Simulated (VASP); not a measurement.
Here is a VASP 6.6.1 calculation.

File INCAR:

```
SYSTEM = LiCaF3
ALGO     = Normal         ! electronic algorithm
EDIFF    = 1E-7           ! SCF threshold, eV
ENCUT    = 520            ! plane-wave cutoff, eV
GGA      = PE             ! functional
ISIF     = 2              ! what is computed and relaxed
ISMEAR   = 0              ! smearing method
LASPH    = .True.         ! aspherical terms in the spheres
LCHARG   = .True.         ! write CHGCAR
LELF     = .True.         ! ELF
LREAL    = .False.        ! projectors in reciprocal space
LVHAR    = .True.       
LWAVE    = .False.        ! write WAVECAR
NBANDS   = 25             ! bands
NELM     = 60             ! most SCF steps
PREC     = Accurate       ! precision mode
SIGMA    = 0.05           ! smearing width, eV
```

KPOINTS

```
k-points
0
Gamma
  6 6 6
  0 0 0
```

POSCAR

```
LiCaF3
1.0
    3.9726259128      0.0000000000      0.0000000000
    0.0000000000      3.5498620872      0.0000000000
    0.0000000000      0.0000000000      3.7612440000
Li Ca F
1 1 3
Direct
    0.5000000000      0.5000000000      0.5000000000
    0.0000000000      0.0000000000      0.0000000000
    0.0000000000      0.5000000000      0.5000000000
    0.5000000000      0.5000000000      0.0000000000
    0.5000000000      0.0000000000      0.5000000000
```

Potentials or basis: VASP PAW PBE potentials, release 64 (Li_sv, Ca_sv, F).

The run is started by

```sh
$ cat potpaw_PBE.64/Li_sv/POTCAR potpaw_PBE.64/Ca_sv/POTCAR potpaw_PBE.64/F/POTCAR > POTCAR
$ mpirun -np 1 vasp_std > vasp.out
```

Task: Estimate the band gap on the k mesh.

Result: 5.60 eV, indirect (least direct gap 5.88 eV).

 A k mesh can miss the band edges.
